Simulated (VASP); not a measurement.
Calculation: r2SCAN meta-GGA, VASP's PBE PAW potentials (set 64) (plane waves; VASP).

Input for VASP

KPOINTS:
```
Automatic mesh
0
Gamma
  15 15 5
0 0 0
```

**POSCAR**
```
C
1
    2.4600000000     0.0000000000     0.0000000000
   -1.2300000000     2.1304220000     0.0000000000
    0.0000000000     0.0000000000     6.7100000000
C
4
Direct
  0.0000000000   0.0000000000   0.7500000000
  0.0000000000   0.0000000000   0.2500000000
  0.6666670000   0.3333330000   0.7500000000
  0.3333330000   0.6666670000   0.2500000000
```

### INCAR
```
LCHARG = F
NELM = 100   ! most electronic steps
NSW = 60
LASPH = T
LWAVE = F
ALGO = Normal   ! blocked Davidson
ENCUT = 580   ! plane-wave cut-off (eV)
EDIFFG = -0.01   ! ionic stop
ISIF = 3   ! ions, shape and volume
EDIFF = 1E-6
PREC = Accurate
ISMEAR = 1   ! Methfessel-Paxton
LMIXTAU = T
IBRION = 2   ! conjugate gradients
SIGMA = 0.1   ! width (eV)
METAGGA = R2SCAN
LREAL = F
SYSTEM = C
```

POTCAR, in this order: C (PBE.64 set). Program: vasp_std.

Output

**OSZICAR**
```
       N       E                     dE             d eps       ncg     rms          rms(c)
DAV:   1     0.462913177192E+02    0.46291E+02   -0.90185E+03  1952   0.137E+03
DAV:   2    -0.416037556297E+02   -0.87895E+02   -0.80377E+02  2684   0.244E+02
DAV:   3    -0.454286339366E+02   -0.38249E+01   -0.37972E+01  2484   0.512E+01
DAV:   4    -0.454730758570E+02   -0.44442E-01   -0.44397E-01  2384   0.644E+00
DAV:   5    -0.454740459445E+02   -0.97009E-03   -0.96982E-03  2424   0.909E-01    0.822E+00
DAV:   6    -0.415421768268E+02    0.39319E+01   -0.20362E+00  2224   0.108E+01    0.599E+00
DAV:   7    -0.379444490401E+02    0.35977E+01   -0.34593E-01  2224   0.673E+00    0.130E+00
DAV:   8    -0.394823172920E+02   -0.15379E+01   -0.11438E+00  2092   0.905E+00    0.135E+00
DAV:   9    -0.403028520328E+02   -0.82053E+00   -0.12482E-01  2252   0.330E+00    0.756E-01
DAV:  10    -0.401146481723E+02    0.18820E+00   -0.15819E-02  2100   0.151E+00    0.620E-01
DAV:  11    -0.394993169582E+02    0.61533E+00   -0.20932E-01  2052   0.478E+00    0.216E-01
DAV:  12    -0.397236804424E+02   -0.22436E+00   -0.42796E-02  2024   0.255E+00    0.161E-01
DAV:  13    -0.397234700777E+02    0.21036E-03   -0.30991E-04  2536   0.167E-01    0.157E-01
DAV:  14    -0.397355572129E+02   -0.12087E-01   -0.97462E-04  2100   0.413E-01    0.231E-01
DAV:  15    -0.397498630977E+02   -0.14306E-01   -0.42746E-03  2080   0.844E-01    0.113E-01
DAV:  16    -0.397501259578E+02   -0.26286E-03   -0.14651E-04  2480   0.155E-01    0.108E-01
DAV:  17    -0.397501180610E+02    0.78968E-05   -0.21197E-06  2132   0.183E-02    0.118E-01
DAV:  18    -0.397501285810E+02   -0.10520E-04   -0.21075E-05  2328   0.454E-02    0.545E-02
DAV:  19    -0.397501528385E+02   -0.24258E-04   -0.24354E-05  2084   0.696E-02    0.220E-02
DAV:  20    -0.397501689711E+02   -0.16133E-04   -0.42374E-06  2168   0.255E-02    0.144E-02
DAV:  21    -0.397501714098E+02   -0.24387E-05   -0.41713E-07  1640   0.705E-03    0.473E-03
DAV:  22    -0.397501717281E+02   -0.31825E-06   -0.17053E-07  1416   0.409E-03
   1 F= -.39750172E+02 E0= -.39750017E+02  d E =-.397502E+02
       N       E                     dE             d eps       ncg     rms          rms(c)
DAV:   1    -0.397511024291E+02   -0.93102E-03   -0.18293E-01  1968   0.403E+00    0.243E-01
DAV:   2    -0.397471873547E+02    0.39151E-02   -0.43465E-03  2332   0.624E-01    0.171E-01
DAV:   3    -0.397458775295E+02    0.13098E-02   -0.45898E-03  2120   0.703E-01    0.210E-02
DAV:   4    -0.397484633903E+02   -0.25859E-02   -0.99341E-04  2028   0.380E-01    0.291E-02
DAV:   5    -0.397485706189E+02   -0.10723E-03   -0.11588E-04  2324   0.135E-01    0.122E-02
DAV:   6    -0.397486560444E+02   -0.85425E-04   -0.50642E-05  2056   0.856E-02    0.381E-03
DAV:   7    -0.397486664402E+02   -0.10396E-04   -0.46764E-06  2248   0.262E-02    0.709E-04
DAV:   8    -0.397486683809E+02   -0.19407E-05   -0.16848E-06  1976   0.162E-02    0.339E-04
DAV:   9    -0.397486682573E+02    0.12361E-06   -0.15013E-07  1472   0.468E-03
   2 F= -.39748668E+02 E0= -.39748514E+02  d E =0.150347E-02
       N       E                     dE             d eps       ncg     rms          rms(c)
DAV:   1    -0.397519001349E+02   -0.32318E-02   -0.73260E-02  1976   0.255E+00    0.154E-01
DAV:   2    -0.397504323267E+02    0.14678E-02   -0.17376E-03  2388   0.384E-01    0.108E-01
DAV:   3    -0.397497058231E+02    0.72650E-03   -0.18596E-03  2120   0.454E-01    0.132E-02
DAV:   4    -0.397508247703E+02   -0.11189E-02   -0.44845E-04  2036   0.258E-01    0.181E-02
DAV:   5    -0.397508614027E+02   -0.36632E-04   -0.56981E-05  2232   0.956E-02    0.556E-03
DAV:   6    -0.397509095529E+02   -0.48150E-04   -0.24774E-05  2032   0.601E-02    0.174E-03
DAV:   7    -0.397509125263E+02   -0.29735E-05   -0.99557E-07  1696   0.121E-02    0.540E-04
DAV:   8    -0.397509105561E+02    0.19703E-05   -0.11737E-06  1528   0.131E-02    0.298E-04
DAV:   9    -0.397509126235E+02   -0.20674E-05   -0.18145E-07  1400   0.447E-03    0.175E-04
DAV:  10    -0.397509131174E+02   -0.49391E-06   -0.11179E-07  1296   0.429E-03
   3 F= -.39750913E+02 E0= -.39750759E+02  d E =-.741389E-03
       N       E                     dE             d eps       ncg     rms          rms(c)
DAV:   1    -0.397527478623E+02   -0.18352E-02   -0.49538E-02  1960   0.186E+00    0.143E-01
DAV:   2    -0.397520120660E+02    0.73580E-03   -0.11322E-03  2048   0.275E-01    0.807E-02
DAV:   3    -0.397515917784E+02    0.42029E-03   -0.13496E-03  2252   0.256E-01    0.165E-02
DAV:   4    -0.397516316298E+02   -0.39851E-04   -0.43810E-05  2136   0.668E-02    0.961E-03
DAV:   5    -0.397515802860E+02    0.51344E-04   -0.16507E-05  1984   0.528E-02    0.410E-03
DAV:   6    -0.397516248194E+02   -0.44533E-04   -0.31422E-05  1968   0.680E-02    0.227E-03
DAV:   7    -0.397516303038E+02   -0.54844E-05   -0.17964E-06  2152   0.160E-02    0.980E-04
DAV:   8    -0.397516307153E+02   -0.41152E-06   -0.18526E-07  1464   0.601E-03
   4 F= -.39751631E+02 E0= -.39751477E+02  d E =-.717598E-03
       N       E                     dE             d eps       ncg     rms          rms(c)
DAV:   1    -0.397633465593E+02   -0.11716E-01   -0.44077E-01  1960   0.552E+00    0.426E-01
DAV:   2    -0.397567432766E+02    0.66033E-02   -0.10142E-02  2024   0.822E-01    0.241E-01
DAV:   3    -0.397528970484E+02    0.38462E-02   -0.12152E-02  2268   0.768E-01    0.497E-02
DAV:   4    -0.397533192874E+02   -0.42224E-03   -0.39329E-04  2088   0.199E-01    0.297E-02
DAV:   5    -0.397528079575E+02    0.51133E-03   -0.14193E-04  1968   0.156E-01    0.126E-02
DAV:   6    -0.397532623066E+02   -0.45435E-03   -0.28988E-04  1952   0.208E-01    0.705E-03
DAV:   7    -0.397533168795E+02   -0.54573E-04   -0.17776E-05  2140   0.508E-02    0.305E-03
DAV:   8    -0.397533184361E+02   -0.15566E-05   -0.18087E-06  2140   0.183E-02    0.122E-03
DAV:   9    -0.397533185001E+02   -0.64015E-07   -0.18300E-06  1956   0.191E-02
   5 F= -.39753319E+02 E0= -.39753165E+02  d E =-.240538E-02
       N       E                     dE             d eps       ncg     rms          rms(c)
DAV:   1    -0.397944697598E+02   -0.41151E-01   -0.17180E+00  1960   0.108E+01    0.838E-01
DAV:   2    -0.397684670263E+02    0.26003E-01   -0.39863E-02  2016   0.163E+00    0.475E-01
DAV:   3    -0.397523646365E+02    0.16102E-01   -0.48671E-02  2268   0.154E+00    0.101E-01
DAV:   4    -0.397548621730E+02   -0.24975E-02   -0.16318E-03  2068   0.409E-01    0.629E-02
DAV:   5    -0.397522940885E+02    0.25681E-02   -0.53079E-04  1960   0.309E-01    0.259E-02
DAV:   6    -0.397546297361E+02   -0.23356E-02   -0.12246E-03  1952   0.435E-01    0.151E-02
DAV:   7    -0.397548849696E+02   -0.25523E-03   -0.84174E-05  2100   0.112E-01    0.674E-03
DAV:   8    -0.397548839362E+02    0.10334E-05   -0.92819E-06  2220   0.413E-02    0.223E-03
DAV:   9    -0.397548946887E+02   -0.10753E-04   -0.71822E-06  1996   0.377E-02    0.167E-03
DAV:  10    -0.397549002950E+02   -0.56063E-05   -0.19290E-06  2120   0.174E-02    0.673E-04
DAV:  11    -0.397549002937E+02    0.13504E-08   -0.11343E-07  1384   0.441E-03
   6 F= -.39754900E+02 E0= -.39754751E+02  d E =-.398718E-02
```

### OUTCAR
```
------------------------ aborting loop because EDIFF is reached ----------------------------------------
  FORCE on cell =-STRESS in cart. coord.  units (eV):
  Direction    XX          YY          ZZ          XY          YZ          ZX
  --------------------------------------------------------------------------------------
  Total       -0.0268297     -0.0268297      0.0287771      0.0000000     -0.0000000      0.0000000
  in kB       -1.1865073     -1.1865068      1.2726288      0.0000000     -0.0000000      0.0000000
  external PRESSURE =      -0.3667951 kB  Pullay stress =       0.0000000 kB
  volume of cell :       36.23
      direct lattice vectors                 reciprocal lattice vectors
     2.457347450 -0.000000000 -0.000000000     0.406942860  0.234948624  0.000000000
    -1.228673725  2.128124826  0.000000000     0.000000000  0.469897248  0.000000000
    -0.000000000 -0.000000000  6.927755199    -0.000000000 -0.000000000  0.144346902
 POSITION                                       TOTAL-FORCE (eV/Angst)
 -----------------------------------------------------------------------------------
      0.00000     -0.00000      5.19582         0.000000      0.000000     -0.000000
      1.22867      2.12812      1.73194        -0.000000     -0.000000      0.000000
      1.22867      0.70937      5.19582        -0.000000      0.000000      0.000000
     -0.00000      1.41875      1.73194         0.000000     -0.000000      0.000000
 -----------------------------------------------------------------------------------
    total drift:                                0.000000      0.000000      0.000000
  FREE ENERGIE OF THE ION-ELECTRON SYSTEM (eV)
  ---------------------------------------------------
  free  energy   TOTEN  =       -39.7549002937 eV

  energy  without entropy=      -39.7544524201  energy(sigma->0) =      -39.75475100

 reached required accuracy - stopping structural energy minimisation
```
(Selected blocks of OUTCAR.)

**CONTCAR**
```
C
   1.00000000000000
     2.4573474498374455   -0.0000000000000000   -0.0000000000000000
    -1.2286737249187227    2.1281248257998646    0.0000000000000000
    -0.0000000000000000   -0.0000000000000000    6.9277551988292876
  C
     4
Direct
     0.0000000000000000    0.0000000000000000    0.7500000000000000
     1.0000000000000000    1.0000000000000000    0.2500000000000000
     0.6666669999999968    0.3333330000000032    0.7500000000000000
     0.3333330000000032    0.6666669999999968    0.2500000000000000
```

Energy and stress use the plane-wave basis of the starting cell.

The compound is C in the graphite structure. This run relaxes it. Symmetry was kept, so distortions that lower it aren't found.
